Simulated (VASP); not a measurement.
# Ga2GeSe2 (P6/mmm) in VASP: a series of runs

The runs below take Ga2GeSe2 through relaxation of cell and atoms, with PBE.

Everything below comes from runs of VASP 6.6.1. Logs are shortened: lines on timing, memory, paths and dates and some standing lists are left out, and cuts for length are marked.

### Step 1. The structure

Symmetry: P6/mmm, No. 191, hexagonal system. Conventional cell: a = 4.597 Å, b = 4.597 Å, c = 6.984 Å, α = 90.00°, β = 90.00°, γ = 120.00°. Ga (site symmetry 6mm) is surrounded by 1 Ge at 1.97 Å. Ge (site symmetry 6/mmm) has 2 Ga at 1.97 Å as nearest neighbours. Around Se (site symmetry -6m2) lie 3 Se at 2.65 Å.

The cell was built by a generator and needn't be a form met in nature.

### Step 2. Relaxation of cell and atoms, PBE

File INCAR:

```
PREC     = Normal         # precision mode
ENCUT    = 520            # plane-wave cutoff, eV
EDIFF    = 1E-4           # SCF threshold, eV
ISMEAR   = 0              # smearing method
SIGMA    = 0.15           # smearing width, eV
LREAL    = False          # projectors in reciprocal space
LASPH    = True           # aspherical terms in the spheres
NELM     = 60             # most SCF steps
ALGO     = Fast           # electronic algorithm
ISIF     = 3              # what is computed and relaxed
LWAVE    = False          # write WAVECAR
LCHARG   = False          # write CHGCAR
GGA      = PE             # functional
IBRION   = 2              # ionic algorithm
NSW      = 24             # ionic steps
EDIFFG   = -0.08          # ionic threshold
```

File KPOINTS:

```
Automatic mesh
0
Gamma
  4 4 2
```

File POSCAR:

```
Ga2GeSe2
1.0
    4.5971263200      0.0000000000      0.0000000000
   -2.2985631600      3.9812281800      0.0000000000
    0.0000000000      0.0000000000      6.9837170000
Ga Ge Se
2 1 2
Direct
    0.0000000000      0.0000000000      0.2820569000
    0.0000000000      0.0000000000      0.7179431000
    0.0000000000      0.0000000000      0.0000000000
    0.3333333300      0.6666666700      0.5000000000
    0.6666666700      0.3333333300      0.5000000000
```

Potentials or basis: VASP PAW PBE potentials, release 64 (Ga_d, Ge_d, Se).

Launch:

```console
$ cat potpaw_PBE.64/Ga_d/POTCAR potpaw_PBE.64/Ge_d/POTCAR potpaw_PBE.64/Se/POTCAR > POTCAR
$ mpirun -np 1 vasp_std > vasp.out
```

OUTCAR:

```text
PREC = Normal
   ENCUT = 520
   EDIFF = 1E-4
   ISMEAR = 0
   LREAL = False
   LASPH = True
   NELM = 60
   ISIF = 3
   GGA = PE
   IBRION = 2
   NSW = 24
   EDIFFG = -0.08

 ion  position               nearest neighbor table
   1  0.000  0.000  0.282-   3 1.97
   2  0.000  0.000  0.718-   3 1.97
   3  0.000  0.000  0.000-   1 1.97   2 1.97
   4  0.333  0.667  0.500-   5 2.65   5 2.65   5 2.65
   5  0.667  0.333  0.500-   4 2.65   4 2.65   4 2.65

  LATTYP: Found a hexagonal cell.
 ALAT       =     4.5971263200
 C/A-ratio  =     1.5191483796

  Lattice vectors:

 A1 = (   4.5971263200,   0.0000000000,   0.0000000000)
 A2 = (  -2.2985631600,   3.9812281800,   0.0000000000)
 A3 = (   0.0000000000,   0.0000000000,   6.9837170000)

Analysis of symmetry for initial positions (statically):
=====================================================================
 Subroutine PRICEL returns:
 Original cell was already a primitive cell.

 Routine SETGRP: Setting up the symmetry group for a
 hexagonal supercell.

 Subroutine GETGRP returns: Found 24 space group operations
 (whereof 24 operations were pure point group operations)
 out of a pool of 24 trial point group operations.

The static configuration has the point symmetry D_6h.

Analysis of symmetry for dynamics (positions and initial velocities):
=====================================================================
 Subroutine PRICEL returns:
 Original cell was already a primitive cell.

 Routine SETGRP: Setting up the symmetry group for a
 hexagonal supercell.

 Subroutine GETGRP returns: Found 24 space group operations
 (whereof 24 operations were pure point group operations)
 out of a pool of 24 trial point group operations.

The dynamic configuration has the point symmetry D_6h.

 Subroutine INISYM returns: Found 24 space group operations
 (whereof 24 operations are pure point group operations),
 and found     1 'primitive' translations

----------------------------------------------------------------------------------------

                                     Primitive cell

  volume of cell :     127.8174

  direct lattice vectors                    reciprocal lattice vectors
     4.597126320  0.000000000  0.000000000     0.217527196  0.125589385  0.000000000
    -2.298563160  3.981228180  0.000000000     0.000000000  0.251178771  0.000000000
     0.000000000  0.000000000  6.983717000     0.000000000  0.000000000  0.143190224

  length of vectors
     4.597126320  4.597126322  6.983717000     0.251178771  0.251178771  0.143190224

  position of ions in fractional coordinates (direct lattice)
     0.000000000  0.000000000  0.282056900
     0.000000000  0.000000000  0.717943100
     0.000000000  0.000000000  0.000000000
     0.333333330  0.666666670  0.500000000
     0.666666670  0.333333330  0.500000000

  ion indices of the primitive-cell ions
   primitive index   ion index
                 1           1
                 2           2
                 3           3
                 4           4
                 5           5

----------------------------------------------------------------------------------------

 KPOINTS: Automatic mesh

Automatic generation of k-mesh.
 Grid dimensions read from file:
 generate k-points for:    4    4    2

 Generating k-lattice:

  Cartesian coordinates                     Fractional coordinates (reciprocal lattice)
     0.054381799  0.031397346  0.000000000     0.250000000  0.000000000  0.000000000
     0.000000000  0.062794693  0.000000000     0.000000000  0.250000000  0.000000000
     0.000000000  0.000000000  0.071595112     0.000000000  0.000000000  0.500000000

  Length of vectors
     0.062794693  0.062794693  0.071595112

  Shift w.r.t. Gamma in fractional coordinates (k-lattice)
     0.000000000  0.000000000  0.000000000

 Subroutine IBZKPT returns following result:
 ===========================================

 Found      8 irreducible k-points:

 Following reciprocal coordinates:
            Coordinates               Weight
  0.000000  0.000000  0.000000      1.000000
  0.250000  0.000000  0.000000      6.000000
  0.500000  0.000000  0.000000      3.000000
  0.250000  0.250000  0.000000      6.000000
  0.000000  0.000000  0.500000      1.000000
  0.250000  0.000000  0.500000      6.000000
  0.500000  0.000000  0.500000      3.000000
  0.250000  0.250000  0.500000      6.000000
   k-points           NKPTS =      8   k-points in BZ     NKDIM =      8   number of bands    NBANDS=     31
   number of dos      NEDOS =    301   number of ions     NIONS =      5
   total plane-waves  NPLWV =  31360
   dimension x,y,z NGX =    28 NGY =   28 NGZ =   40
   dimension x,y,z NGXF=    56 NGYF=   56 NGZF=   80
   ions per type =               2   1   2
   NGX,Y,Z   is equivalent  to a cutoff of  10.13, 10.13,  9.52 a.u.
   NGXF,Y,Z  is equivalent  to a cutoff of  20.25, 20.25, 19.04 a.u.
 SYSTEM =  unknown system
   PREC   = normal    normal or accurate (medium, high low for compatibility)
   ISTART =      0    job   : 0-new  1-cont  2-samecut
   ICHARG =      2    charge: 1-file 2-atom 10-const
   ISPIN  =      1    spin polarized calculation?
   LNONCOLLINEAR =      F non collinear calculations
   LSORBIT =      F    spin-orbit coupling
   LASPH  =      T    aspherical Exc in radial PAW
   ENCUT  =  520.0 eV  38.22 Ry    6.18 a.u.   8.55  8.55 12.99*2*pi/ulx,y,z
   NELM   =     60;   NELMIN=  2; NELMDL= -5     # of ELM steps
   EDIFF  = 0.1E-03   stopping-criterion for ELM
   LREAL  =      F    real-space projection
   EDIFFG = -.8E-01   stopping-criterion for IOM
   NSW    =     24    number of steps for IOM
   IBRION =      2    ionic relax: 0-MD 1-quasi-New 2-CG
   NFREE  =      1    steps in history (QN), initial steepest desc. (CG)
   ISIF   =      3    stress and relaxation
   ISYM   =      2    0-nonsym 1-usesym 2-fastsym
   POTIM  = 0.5000    time-step for ionic-motion
   TEBEG  =    0.0;   TEEND  =   0.0 temperature during run
   PSTRESS=    0.0 pullay stress
   NELECT =      52.0000    total number of electrons
   NUPDOWN=      -1.0000    fix difference up-down
   EMIN   =  10.00;   EMAX   =-10.00  energy-range for DOS
   EFERMI =   0.00;   METHOD = LEGACY
   ISMEAR =     0;   SIGMA  =   0.15  broadening in eV -4-tet -1-fermi 0-gaus
   EFERMI_NEDOS =   21; number of points for ismear=-14 and -15
   IALGO  =     68    algorithm
   IMIX   =      4    mixing-type and parameters
     AMIX     =   0.40;   BMIX     =  1.00
     AMIX_MAG =   1.60;   BMIX_MAG =  1.00
  volume/ion in A,a.u.               =      25.56       172.51
  Fermi-wavevector in a.u.,A,eV,Ry     =   1.213051  2.292335 20.020890  1.471494
  Thomas-Fermi vector in A             =   2.348516
   LORBIT       =      0    0 simple, 1 ext, 2 COOP (PROOUT), +10 PAW based schemes
   GGA     = PE    functional components
   LHFCALC =     F    Hartree Fock is set to
   AEXX    =    0.0000 exact exchange contribution
   IVDW    =     0    specifies the selected vdW correction
   LEPSILON=     F    determine dielectric tensor
   LRPA    =     F    only Hartree local field effects (RPA)
 conjugate gradient relaxation of ions
 non-spin polarized calculation
 RMM-DIIS sequential band-by-band and
 Gauss-broadening in eV      SIGMA  =   0.15
  energy-cutoff  :      520.00
  volume of cell :      127.82
 maximum number of plane-waves:      3475
   NGX = 17   NGY = 17   NGZ = 25

--------------------------------------- Ionic step        1  -------------------------------------------

 number of electron      52.0000079 magnetization

 Free energy of the ion-electron system (eV)
  ---------------------------------------------------
  ext. energy  EPLUGINS =         0.00000000
  ---------------------------------------------------
  free energy    TOTEN  =       -11.66264501 eV

  energy without entropy =      -11.61287640  energy(sigma->0) =      -11.63776071

------------------------ aborting loop because EDIFF is reached ----------------------------------------

  FORCE on cell =-STRESS in cart. coord.  units (eV):
  Direction    XX          YY          ZZ          XY          YZ          ZX
  --------------------------------------------------------------------------------------
  -------------------------------------------------------------------------------------
  Total        0.6632779      0.6632779     28.2158404     -0.0000000      0.0000000     -0.0000000
  in kB        8.3141135      8.3141135    353.6823868     -0.0000000      0.0000000     -0.0000000
  external PRESSURE =     123.4368713 kB  Pullay stress =       0.0000000 kB
[... 98 lines left out ...]
  FREE ENERGIE OF THE ION-ELECTRON SYSTEM (eV)
  ---------------------------------------------------
  free  energy   TOTEN  =       -14.4816449943 eV

  energy  without entropy=      -14.4235379006  energy(sigma->0) =      -14.45259145

[... ionic steps 4 to 10 ...]

--------------------------------------- Ionic step       11  -------------------------------------------

 number of electron      52.0000054 magnetization

------------------------ aborting loop because EDIFF is reached ----------------------------------------

  FORCE on cell =-STRESS in cart. coord.  units (eV):
  Direction    XX          YY          ZZ          XY          YZ          ZX
  --------------------------------------------------------------------------------------
  -------------------------------------------------------------------------------------
  Total       -0.5748858     -0.5748858     -0.6763365      0.0000000      0.0000000      0.0000000
  in kB       -5.8263781     -5.8263781     -6.8545656      0.0000000      0.0000000      0.0000000
  external PRESSURE =      -6.1691073 kB  Pullay stress =       0.0000000 kB
[... 63 lines left out ...]
  energy  without entropy=      -14.5232722167  energy(sigma->0) =      -14.55081412

--------------------------------------- Ionic step       13  -------------------------------------------

 number of electron      52.0000006 magnetization

 Free energy of the ion-electron system (eV)
  ---------------------------------------------------
  ext. energy  EPLUGINS =         0.00000000
  ---------------------------------------------------
  free energy    TOTEN  =       -14.58163224 eV

  energy without entropy =      -14.52680707  energy(sigma->0) =      -14.55421966

 E-fermi :   2.0177     XC(G=0):  -8.2767

 val. band max:        2.0147168956   @ k =   0.2500   0.2500   0.0000
 cond. band min:       2.0608957970   @ k =   0.5000   0.0000   0.0000
 fundamental gap:      0.0461789014
 Fermi energy:         2.0176613575

 k-point     1 :       0.0000    0.0000    0.0000
  band No.  band energies     occupation
      1     -23.0124      2.00000
      2     -23.0123      2.00000
      3     -22.9898      2.00000
      4     -22.9810      2.00000
      5     -22.9810      2.00000
      6     -13.1870      2.00000
[... 293 lines left out ...]
  FREE ENERGIE OF THE ION-ELECTRON SYSTEM (eV)
  ---------------------------------------------------
  free  energy   TOTEN  =       -14.5816322410 eV

  energy  without entropy=      -14.5268070731  energy(sigma->0) =      -14.55421966

 reached required accuracy - stopping structural energy minimisation
```

Wall time 2.8 min (1 thread of Intel Xeon Platinum 8488C (Sapphire Rapids), shared host); peak memory 0.19 GiB.

Results:

| Property | Result |
| --- | --- |
| Free energy | -14.5816 eV |
| Relaxed volume | 31.16 Å³/atom |
| Relaxed cell | a = 4.786 Å, b = 4.786 Å, c = 7.853 Å, α = 90.00°, β = 90.00°, γ = 120.00° |
| Space group after relaxing (to 0.05 Å) | P6/mmm (No. 191) |
| Energy gained by relaxing | 583.8 meV/atom |
| Ionic steps | 13 |
| Pressure after relaxing | 0.2 GPa |
| Largest force after relaxing | 0.049 eV/Å |
| Band gap on the k mesh | none (metal or under the smearing width) |

Forces on the atoms (eV/Å):
```
Ga   0.000  0.000  0.049
Ga   0.000  0.000 -0.049
Ge   0.000  0.000  0.000
Se   0.000  0.000  0.000
Se   0.000  0.000  0.000
```

The path:
| step | energy change (eV) | largest force (eV/Å) | pressure (GPa) | volume (Å³) |
| --- | --- | --- | --- | --- |
| 1 | 0.0000 | 7.8735 | 12.34 | 127.82 |
| 2 | -2.6371 | 0.5083 | -0.40 | 164.70 |
| 3 | -2.8190 | 0.3619 | 1.28 | 148.41 |
| 4 | -2.8292 | 0.0092 | 0.75 | 152.74 |
| 5 | -2.8325 | 0.1609 | 0.49 | 151.24 |
| 6 | -2.8294 | 0.2719 | 0.82 | 149.82 |
| 7 | -2.8316 | 0.1508 | 0.65 | 150.44 |
| 8 | -2.8655 | 0.1769 | 0.65 | 153.16 |
| 9 | -2.8876 | 0.2697 | -1.01 | 161.34 |
| 10 | -2.8932 | 0.3337 | -0.80 | 158.88 |
| 11 | -2.9104 | 0.1620 | -0.62 | 158.09 |
| 12 | -2.9157 | 0.0533 | -0.39 | 157.44 |
| 13 | -2.9190 | 0.0486 | 0.22 | 155.80 |

Final structure:
```cif
data_structure
_symmetry_space_group_name_H-M 'P 1'
_symmetry_Int_Tables_number 1
_cell_length_a 4.7863
_cell_length_b 4.7863
_cell_length_c 7.8534
_cell_angle_alpha 90.000
_cell_angle_beta 90.000
_cell_angle_gamma 120.000
_cell_volume 155.80
loop_
_atom_site_label
_atom_site_type_symbol
_atom_site_fract_x
_atom_site_fract_y
_atom_site_fract_z
_atom_site_occupancy
Ga1 Ga 0.00000 0.00000 0.32851 1
Ga2 Ga 0.00000 0.00000 0.67149 1
Ge1 Ge 0.00000 0.00000 0.00000 1
Se1 Se 0.33333 0.66667 0.50000 1
Se2 Se 0.66667 0.33333 0.50000 1
```

Caveat: the k mesh is coarse (spacing up to 0.45 Å⁻¹), so the values aren't converged; the volume moved by over 15 % at a fixed basis, so the end points are rough; the relaxation stopped at a loose force limit of 0.08 eV/Å, so its end isn't a converged minimum.

### Step 3. Relaxation of cell and atoms, PBE

This run uses another cell than the first one, of the same volume but with other edges.

INCAR is that of step 2.

KPOINTS is that of step 2.

File POSCAR:

```
Ga2GeSe2
1.0
    4.1971910700      0.0000000000      0.0000000000
   -2.0985955400      3.6348740900      0.0000000000
    0.0000000000      0.0000000000      8.3810831900
Ga Ge Se
2 1 2
Direct
    0.3333333300      0.6666666700      0.1383472400
    0.3333333300      0.6666666700      0.8616527600
    0.0000000000      0.0000000000      0.0000000000
    0.0000000000      0.0000000000      0.3191296300
    0.0000000000      0.0000000000      0.6808703700
```

Potentials or basis: VASP PAW PBE potentials, release 64 (Ga_d, Ge_d, Se).

Launch:

```console
$ cat potpaw_PBE.64/Ga_d/POTCAR potpaw_PBE.64/Ge_d/POTCAR potpaw_PBE.64/Se/POTCAR > POTCAR
$ mpirun -np 1 vasp_std > vasp.out
```

Wall time 2 min (1 thread of Intel Xeon Platinum 8488C (Sapphire Rapids), shared host); peak memory 0.19 GiB.

The run converged. Its results:

| Quantity | Value |
| --- | --- |
| Free energy | -18.0715 eV |
| Relaxed volume | 23.76 Å³/atom |
| Relaxed cell | a = 3.746 Å, b = 3.746 Å, c = 9.775 Å, α = 90.00°, β = 90.00°, γ = 120.00° |
| Space group after relaxing (to 0.05 Å) | P-6m2 (No. 187) |
| Energy gained by relaxing | 420.0 meV/atom |
| Ionic steps | 13 |
| Pressure after relaxing | -0.2 GPa |
| Largest force after relaxing | 0.068 eV/Å |
| Band gap on the k mesh | none (metal or under the smearing width) |

Forces on the atoms (eV/Å):
```
Ga   0.000  0.000 -0.068
Ga   0.000  0.000  0.068
Ge   0.000  0.000  0.000
Se   0.000  0.000 -0.007
Se   0.000  0.000  0.007
```

The path:
```
step  energy change (eV)  largest force (eV/Å)  pressure (GPa)  volume (Å³)
   1              0.0000                2.8974            2.31       127.86
   2             -0.6313                1.2446           -1.42       134.76
   3             -0.8301                1.0263           -2.26       138.83
   4             -1.0269                0.5955           -4.61       147.15
   5             -1.6899                0.3098           -2.91       133.59
   6             -1.8068                1.2491            1.62       123.88
   7             -1.8216                0.9172           -0.11       127.16
   8             -2.0339                0.6314            0.09       122.94
   9             -2.0407                0.6101           -0.12       122.23
  10             -2.0830                0.1541           -1.02       121.87
  11             -2.0873                0.0704           -1.37       121.74
  12             -2.0958                0.0428            0.43       116.84
  13             -2.1000                0.0676           -0.19       118.81
```

Final structure:
```yaml
crystal:
  lattice:
    - [3.74644, 0.00000, 0.00000]
    - [-1.87322, 3.24451, 0.00000]
    - [0.00000, 0.00000, 9.77453]
  atoms:
    - { symbol: Ga, position: [0.33333, 0.66667, 0.19908] }
    - { symbol: Ga, position: [0.33333, 0.66667, 0.80092] }
    - { symbol: Ge, position: [0.00000, 0.00000, 0.00000] }
    - { symbol: Se, position: [0.00000, 0.00000, 0.33576] }
    - { symbol: Se, position: [0.00000, 0.00000, 0.66424] }
```

Levels at points of the mesh, in eV from the Fermi level:
```
           k point  band 22  band 23  band 24  band 25  band 26  band 27  band 28  band 29  band 30  band 31
(0.00, 0.00, 0.00)    -1.18    -0.89    -0.89     0.28     0.35     1.95     2.56     2.56     4.22     4.82
(0.50, 0.00, 0.00)    -3.54    -3.22    -2.48    -2.13    -0.46     0.89     1.03     1.89     2.71     3.24
(0.00, 0.00, 0.50)    -1.14    -1.14    -0.95    -0.95     1.38     1.67     2.62     2.62     4.61     4.90
(0.50, 0.00, 0.50)    -3.44    -2.36    -2.28    -1.56    -1.18     0.59     1.14     1.39     2.53     4.42
```

Caveat: the k mesh is coarse (spacing up to 0.43 Å⁻¹), so the values aren't converged; this functional lacks dispersion, which binds the layers, so the pressure and a relaxed spacing across them are unreliable; the relaxation stopped at a loose force limit of 0.08 eV/Å, so its end isn't a converged minimum.

(Part 1 of 2 ends here.)
